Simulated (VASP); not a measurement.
Consider the following.

```
MgSn2
1.0
    5.63009     0.00000     0.00000
   -2.81505     4.87580     0.00000
    0.00000     0.00000     5.36056
Mg Sn
2 4
Direct
  0.66667   0.33333   0.50000
  0.33333   0.66667   0.50000
  0.65491   0.00000   0.00000
  0.34509   0.34509   0.00000
  0.00000   0.65491   0.00000
  0.00000   0.00000   0.50000
```

Calculation: PBEsol GGA with spin-orbit coupling, VASP's PBE PAW potentials (set 64) (plane waves; VASP). Run with 400 eV cut-off, 6×6×5 Γ-centred mesh, Gaussian smearing of 0.050 eV, potentials Mg Sn_d.

Give the energies of bands 55 to 68 at the high-symmetry points, in eV from the Fermi level.

| band | Γ | M | K | A | L | H |
|---|---|---|---|---|---|---|
| 55 | -2.92 | -2.28 | -1.80 | -2.43 | -2.08 | -1.09 |
| 56 | -2.92 | -2.28 | -1.80 | -2.43 | -2.08 | -1.09 |
| 57 | -2.72 | -0.56 | -1.79 | -2.28 | 0.87 | -1.04 |
| 58 | -2.72 | -0.56 | -1.79 | -2.28 | 0.87 | -1.04 |
| 59 | 0.59 | -0.20 | -1.33 | -2.10 | 0.95 | 0.39 |
| 60 | 0.59 | -0.20 | -1.33 | -2.10 | 0.95 | 0.39 |
| 61 | 0.69 | 0.46 | -1.30 | -2.08 | 2.02 | 1.01 |
| 62 | 0.69 | 0.46 | -1.30 | -2.08 | 2.02 | 1.01 |
| 63 | 0.88 | 0.54 | -1.26 | -0.30 | 2.20 | 1.17 |
| 64 | 0.88 | 0.54 | -1.26 | -0.30 | 2.20 | 1.17 |
| 65 | 0.97 | 0.90 | 3.14 | -0.26 | 2.46 | 3.13 |
| 66 | 0.97 | 0.90 | 3.14 | -0.26 | 2.46 | 3.13 |
| 67 | 1.31 | 1.89 | 3.43 | 0.93 | 2.71 | 4.00 |
| 68 | 1.31 | 1.89 | 3.43 | 0.93 | 2.71 | 4.00 |

It has no gap at this level: it comes out as a metal or semimetal.

The structure comes from a computed database's MgSn2 entry (P-62m); how it stands against other phases isn't given here. It was relaxed first.
